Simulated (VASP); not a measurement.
# TlCl (relaxed from the CsCl type structure, space group Pm-3m): computed properties

Level of theory: PBE GGA, VASP's PBE PAW potentials (set 64) (plane waves; VASP).

For TlCl, the space group is Pm-3m (221). The cell is a = b = c = 3.893 Å, α = β = γ = 90.00°, the volume per atom is 29.50 Å^3/atom and the band gap (over mesh and band path) is 2.19 eV. The smallest direct gap (over mesh and band path) comes out as 2.19 eV. The band-edge character comes out as direct, X to X and the density is 6.75 g/cm³.

```cif
data_ClTl
_chemical_formula_sum 'Tl1 Cl1'
_space_group_name_H-M_alt 'Pm-3m'
_space_group_IT_number 221
_space_group_name_Hall '-P 4 2 3'
_cell_length_a 3.89284
_cell_length_b 3.89284
_cell_length_c 3.89284
_cell_angle_alpha 90.000
_cell_angle_beta 90.000
_cell_angle_gamma 90.000
loop_
_atom_site_label
_atom_site_type_symbol
_atom_site_symmetry_multiplicity
_atom_site_Wyckoff_symbol
_atom_site_fract_x
_atom_site_fract_y
_atom_site_fract_z
_atom_site_occupancy
Tl1 Tl 1 a 0.00000 0.00000 0.00000 1
Cl1 Cl 1 b 0.50000 0.50000 0.50000 1
```

Unless said otherwise, spin-orbit coupling is left out, though it shifts the bands of the heavy elements here.

The structure was generated: TlCl was put into the CsCl type type (Pm-3m), which need not be its known phase. It was relaxed first, which changed the volume by +78 %. Symmetry was kept, so distortions that lower it aren't found.
